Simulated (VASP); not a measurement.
# Initial- and final-state core-level shifts of CsIr16, part 2 of 3

Aim: how the core levels of CsIr16 differ from atom to atom, with and without the screening of the hole.

VASP 6.6.1, plane waves and PAW; the level of theory is named at each step.

So far. Step 2 (Relaxation): The forces on the free atoms are under 0.05 eV/Å, while the fixed ones keep up to 0.22 eV/Å.

## Step 3: Initial state

Level of this step: PBE; plane waves and PAW (Cs_sv, Ir) (VASP).

The cell without a hole gives, with ICORELEVEL = 1, the Kohn-Sham core levels of the initial state.

The input, INCAR:

```
SYSTEM = CsIr16
PREC = Normal
ENCUT = 330
EDIFF = 1E-05
NELM = 120
ISMEAR = 0
SIGMA = 0.1
LREAL = Auto
ALGO = Fast
GGA = PE
NBANDS = 94
LASPH = .TRUE.
LORBIT = 11
LWAVE = .FALSE.
LCHARG = .FALSE.
KPAR = 2
NCORE = 4
ICORELEVEL = 1
ISIF = 0
LVHAR = .TRUE.
```

The input, POSCAR:

```
CsIr16
1.0
    5.4730064864      0.0000000000      0.0000000000
    2.7365032432      4.7397626523      0.0000000000
    0.0000000000      0.0000000000     24.3530366253
Cs Ir
1 16
Direct
    0.3357904068      0.3333700705      0.7078850921
    0.9998906577      0.0000497982      0.5823970791
    0.5014897285      0.9969457402      0.5814512209
    0.9970627774      0.5013861457      0.5814497252
    0.5015607312      0.5015662443      0.5814242235
    0.8340712466      0.3320577633      0.4898810277
    0.3334390752      0.3332708122      0.4905195372
    0.8340852347      0.8339500517      0.4899166466
    0.3322832220      0.8338844039      0.4898640676
    0.1666666670      0.1666666670      0.3997179360
    0.6666666670      0.1666666670      0.3997179360
    0.1666666670      0.6666666670      0.3997179360
    0.6666666670      0.6666666670      0.3997179360
    0.0000000000      0.0000000000      0.3079698070
    0.5000000000      0.0000000000      0.3079698070
    0.0000000000      0.5000000000      0.3079698070
    0.5000000000      0.5000000000      0.3079698070
```

The input, KPOINTS:

```
Automatic mesh
0
Gamma
4 4 1
0 0 0
```

Potentials, in the order of the species: Cs_sv and Ir (PBE family, release 64).

On the command line:

```bash
> mpirun -np 8 vasp_std
```

Log:

```text
[... set-up lines as in an earlier step ...]
 entering main loop
       N       E                     dE             d eps       ncg     rms          rms(c)
DAV:   1     0.114274686905E+04    0.11427E+04   -0.49344E+04  1888   0.987E+02
DAV:   2    -0.166535936477E+02   -0.11594E+04   -0.10814E+04  1954   0.377E+02
DAV:   3    -0.138318770755E+03   -0.12167E+03   -0.11351E+03  2560   0.105E+02
DAV:   4    -0.145995206920E+03   -0.76764E+01   -0.72058E+01  2584   0.260E+01
DAV:   5    -0.146244701713E+03   -0.24949E+00   -0.24206E+00  2632   0.399E+00    0.509E+01
RMM:   6    -0.151720722386E+03   -0.54760E+01   -0.19180E+01  2073   0.206E+01    0.438E+01
RMM:   7    -0.212514411095E+03   -0.60794E+02   -0.96493E+01  2722   0.243E+01    0.687E+01
RMM:   8    -0.194465621890E+03    0.18049E+02   -0.58721E+01  2543   0.190E+01    0.544E+01
RMM:   9    -0.174267245782E+03    0.20198E+02   -0.26706E+01  2299   0.171E+01    0.450E+01
RMM:  10    -0.138681815983E+03    0.35585E+02   -0.25636E+01  2316   0.153E+01    0.158E+01
RMM:  11    -0.136847269907E+03    0.18345E+01   -0.69308E+00  2192   0.927E+00    0.116E+01
RMM:  12    -0.136748528582E+03    0.98741E-01   -0.21667E+00  2573   0.338E+00    0.966E+00
RMM:  13    -0.136830141316E+03   -0.81613E-01   -0.29397E-01  2390   0.142E+00    0.724E+00
RMM:  14    -0.136724366713E+03    0.10577E+00   -0.14099E-01  2513   0.864E-01    0.501E+00
RMM:  15    -0.136553618438E+03    0.17075E+00   -0.27907E-01  2724   0.121E+00    0.187E+00
RMM:  16    -0.136526118521E+03    0.27500E-01   -0.58580E-02  2221   0.779E-01    0.136E+00
RMM:  17    -0.136514329204E+03    0.11789E-01   -0.23528E-02  2176   0.547E-01    0.117E+00
RMM:  18    -0.136488396535E+03    0.25933E-01   -0.32516E-02  2396   0.487E-01    0.862E-01
RMM:  19    -0.136475919810E+03    0.12477E-01   -0.41398E-02  2560   0.462E-01    0.111E+00
RMM:  20    -0.136473361863E+03    0.25579E-02   -0.99933E-03  2533   0.243E-01    0.891E-01
RMM:  21    -0.136470690669E+03    0.26712E-02   -0.59018E-03  2370   0.200E-01    0.362E-01
RMM:  22    -0.136471488573E+03   -0.79790E-03   -0.88468E-03  2525   0.205E-01    0.293E-01
RMM:  23    -0.136471670661E+03   -0.18209E-03   -0.14835E-03  2349   0.120E-01    0.215E-01
RMM:  24    -0.136471635584E+03    0.35077E-04   -0.89359E-04  2151   0.837E-02    0.140E-01
RMM:  25    -0.136472218530E+03   -0.58295E-03   -0.80892E-04  2252   0.646E-02    0.165E-01
RMM:  26    -0.136472499347E+03   -0.28082E-03   -0.29085E-04  2318   0.511E-02    0.129E-01
RMM:  27    -0.136472889916E+03   -0.39057E-03   -0.18485E-04  2235   0.359E-02    0.433E-02
RMM:  28    -0.136473166993E+03   -0.27708E-03   -0.96262E-05  1906   0.258E-02    0.314E-02
RMM:  29    -0.136473350010E+03   -0.18302E-03   -0.40892E-05  1386   0.202E-02    0.294E-02
RMM:  30    -0.136473502264E+03   -0.15225E-03   -0.33834E-05  1315   0.160E-02    0.256E-02
RMM:  31    -0.136473650653E+03   -0.14839E-03   -0.36849E-05  1341   0.153E-02    0.102E-02
RMM:  32    -0.136473775131E+03   -0.12448E-03   -0.31107E-05  1332   0.121E-02    0.205E-02
RMM:  33    -0.136473824573E+03   -0.49442E-04   -0.95689E-06  1138   0.886E-03    0.174E-02
RMM:  34    -0.136473866815E+03   -0.42242E-04   -0.80328E-06  1135   0.587E-03    0.737E-03
RMM:  35    -0.136473896154E+03   -0.29339E-04   -0.60129E-06  1013   0.494E-03    0.384E-03
RMM:  36    -0.136473903954E+03   -0.78004E-05   -0.22417E-06   702   0.362E-03
   1 F= -.13647390E+03 E0= -.13642390E+03  d E =-.100006E+00
```

Wall time 57 s (8 MPI ranks of Intel Xeon Platinum 8488C (Sapphire Rapids), shared host); peak memory 1.5 GiB.

OUTCAR, selected parts (step 3):

```text
The static configuration has the point symmetry C_1 .

 Found     10 irreducible k-points:

   NELECT =     153.0000    total number of electrons

 the core state eigenenergies are
   1-  1s -35784.5597  2s  -5607.9476  2p  -5029.3424  3s  -1161.3628  3p   -975.2637
       3d   -702.3626  4s   -214.5068  4p   -155.0296  4d    -68.5079
   2-  1s -76095.5475  2s -13303.7440  2p -11553.5762  3s  -3106.1993  3p  -2594.6850
       3d  -2032.6511  4s   -656.9265  4p   -489.2159  4d   -283.5059  4f    -54.8625
       5s    -90.4324  5p    -47.1801
   3-  1s -76095.5060  2s -13303.7075  2p -11553.5393  3s  -3106.1680  3p  -2594.6538
       3d  -2032.6193  4s   -656.9033  4p   -489.1935  4d   -283.4846  4f    -54.8433
       5s    -90.4292  5p    -47.1851
   4-  1s -76095.5067  2s -13303.7081  2p -11553.5399  3s  -3106.1686  3p  -2594.6543
       3d  -2032.6199  4s   -656.9038  4p   -489.1940  4d   -283.4850  4f    -54.8438
       5s    -90.4295  5p    -47.1853
   5-  1s -76095.5051  2s -13303.7066  2p -11553.5384  3s  -3106.1672  3p  -2594.6530
       3d  -2032.6185  4s   -656.9026  4p   -489.1929  4d   -283.4840  4f    -54.8427
       5s    -90.4289  5p    -47.1850
   6-  1s -76096.0225  2s -13304.2470  2p -11554.0770  3s  -3106.7181  3p  -2595.2037
       3d  -2033.1691  4s   -657.4678  4p   -489.7597  4d   -284.0529  4f    -55.4157
       5s    -91.0295  5p    -47.7932
   7-  1s -76096.0427  2s -13304.2667  2p -11554.0969  3s  -3106.7361  3p  -2595.2218
       3d  -2033.1874  4s   -657.4833  4p   -489.7749  4d   -284.0678  4f    -55.4300
       5s    -91.0390  5p    -47.8005
   8-  1s -76096.0227  2s -13304.2471  2p -11554.0772  3s  -3106.7182  3p  -2595.2038
       3d  -2033.1692  4s   -657.4678  4p   -489.7597  4d   -284.0529  4f    -55.4156
       5s    -91.0293  5p    -47.7929
   9-  1s -76096.0220  2s -13304.2465  2p -11554.0766  3s  -3106.7176  3p  -2595.2033
       3d  -2033.1687  4s   -657.4674  4p   -489.7593  4d   -284.0525  4f    -55.4153
       5s    -91.0292  5p    -47.7929
  10-  1s -76096.0570  2s -13304.2810  2p -11554.1111  3s  -3106.7511  3p  -2595.2367
       3d  -2033.2023  4s   -657.4992  4p   -489.7909  4d   -284.0839  4f    -55.4463
       5s    -91.0568  5p    -47.8186
  11-  1s -76096.0565  2s -13304.2805  2p -11554.1106  3s  -3106.7505  3p  -2595.2362
       3d  -2033.2017  4s   -657.4986  4p   -489.7904  4d   -284.0834  4f    -55.4458
       5s    -91.0562  5p    -47.8179
  12-  1s -76096.0568  2s -13304.2808  2p -11554.1109  3s  -3106.7509  3p  -2595.2365
       3d  -2033.2021  4s   -657.4989  4p   -489.7907  4d   -284.0837  4f    -55.4461
       5s    -91.0565  5p    -47.8182
  13-  1s -76096.0623  2s -13304.2862  2p -11554.1163  3s  -3106.7561  3p  -2595.2417
       3d  -2033.2073  4s   -657.5038  4p   -489.7956  4d   -284.0885  4f    -55.4508
       5s    -91.0607  5p    -47.8221
  14-  1s -76095.5821  2s -13303.7773  2p -11553.6096  3s  -3106.2321  3p  -2594.7178
[...]
3d  -2032.6870  4s   -656.9617  4p   -489.2510  4d   -283.5410  4f    -54.8974
       5s    -90.4655  5p    -47.2121

 E-fermi :   1.9841

 k-point     1 :       0.0000    0.0000    0.0000
  band No.  band energies     occupation
    ...
     66       1.4691      2.00000
     67       1.8583      1.92461
     68       1.9856      0.98314
     69       1.9860      0.97769
     70       2.0088      0.72677
     71       2.0446      0.39190
     72       2.0451      0.38796
     73       2.5491      0.00000
     74       2.5492      0.00000
     75       2.5655      0.00000
    ...

 k-point     2 :       0.2500    0.0000    0.0000
  band No.  band energies     occupation
    ...
     71       1.7194      1.99982
     72       1.7699      1.99755
     73       1.8029      1.98961
     74       1.8587      1.92378
     75       1.8653      1.90705
     76       2.0366      0.45790
     77       2.0838      0.15838
     78       2.1108      0.07316
     79       2.1832      0.00487
     80       2.2347      0.00039
    ...

 POSITION                                       TOTAL-FORCE (eV/Angst)
 -----------------------------------------------------------------------------------
      2.75005      1.58010     17.23915         0.000400     -0.000117     -0.013870
      5.47254      0.00024     14.18314         0.003961     -0.002564     -0.013049
      5.47280      4.72529     14.16010         0.003756     -0.004632      0.001113
      6.82898      2.37645     14.16007         0.003086      0.011027      0.004685
      4.11758      2.37730     14.15945         0.001733      0.001713     -0.003374
      5.47355      1.57387     11.93009        -0.001600      0.022736      0.008075
      2.73691      1.57962     11.94564        -0.000639      0.000634      0.021840
      6.84706      3.95273     11.93096        -0.024617     -0.016982      0.008901
      4.10052      3.95241     11.92968         0.008069     -0.007118      0.008347
      1.36825      0.78996      9.73435         0.025292      0.013574     -0.214692
      4.10475      0.78996      9.73435        -0.022829      0.011713     -0.213501
      2.73650      3.15984      9.73435        -0.000415     -0.028242     -0.213035
      5.47301      3.15984      9.73435         0.003776     -0.000372     -0.145762
      0.00000      0.00000      7.50000        -0.000301     -0.000529      0.192889
      2.73650      0.00000      7.50000         0.000066      0.021026      0.190247
      1.36825      2.36988      7.50000         0.018764     -0.010991      0.190495
      4.10475      2.36988      7.50000        -0.018501     -0.010877      0.190690
 -----------------------------------------------------------------------------------
    total drift:                                0.003232      0.004698      0.050181

  FREE ENERGIE OF THE ION-ELECTRON SYSTEM (eV)
  ---------------------------------------------------
  free  energy   TOTEN  =      -136.4739039544 eV

  energy  without entropy=     -136.3738975757  energy(sigma->0) =     -136.42390077

 total charge
# of ion       s       p       d       tot
------------------------------------------
    1        1.854   4.664   0.056   6.574
    2        0.655   0.567   6.884   8.106
    3        0.666   0.579   6.908   8.153
    4        0.666   0.579   6.907   8.153
    5        0.666   0.580   6.908   8.154
    6        0.659   0.711   6.945   8.315
    7        0.658   0.711   6.941   8.310
    8        0.659   0.711   6.945   8.314
    9        0.659   0.711   6.945   8.315
   10        0.658   0.711   6.939   8.307
   11        0.658   0.711   6.939   8.307
   12        0.658   0.711   6.939   8.307
   13        0.657   0.711   6.938   8.306
   14        0.658   0.557   6.875   8.090
   15        0.659   0.556   6.876   8.091
   16        0.659   0.556   6.876   8.091
   17        0.659   0.556   6.876   8.090
--------------------------------------------------
tot         12.406  14.881 110.697 137.984

[... 7 parts as in an earlier step ...]

[... 5 further parts left out ...]
```

These are scalar-relativistic Kohn-Sham levels of the ground state, with no core hole, so they are not binding energies.

Numbers from this step:

```yaml
fermi_energy: 1.984 eV
```

The two shallowest core shells; atoms whose shallowest level rounds to another's at 0.01 eV are left out. Core levels, by row:

| atom | shell | level below the Fermi level (eV) |
| --- | --- | --- |
| Cs1 | 4p | 157 |
| Cs1 | 4d | 70.49 |
| Ir2 | 4f | 56.85 |
| Ir2 | 5p | 49.16 |
| Ir3 | 4f | 56.83 |
| Ir3 | 5p | 49.17 |
| Ir6 | 4f | 57.4 |
| Ir6 | 5p | 49.78 |
| Ir10 | 4f | 57.43 |
| Ir10 | 5p | 49.8 |
| Ir13 | 4f | 57.43 |
| Ir13 | 5p | 49.81 |
| Ir14 | 4f | 56.88 |
| Ir14 | 5p | 49.19 |
| Ir15 | 4f | 56.88 |
| Ir15 | 5p | 49.2 |

(Continued in part 3 of 3.)

[Lines on the potential files, build, host, timing and source positions are cut from VASP's logs without a mark.]

[Logs are printed without paths, hosts, clocks, repeated set-up lines and the standing remarks that a program may print on its own settings, such as how far it seeks lower states.]

[Hosts, paths, dates, database ids (printed as entryN), source tags and the programs' standing remarks are cut or masked in the printed files.]
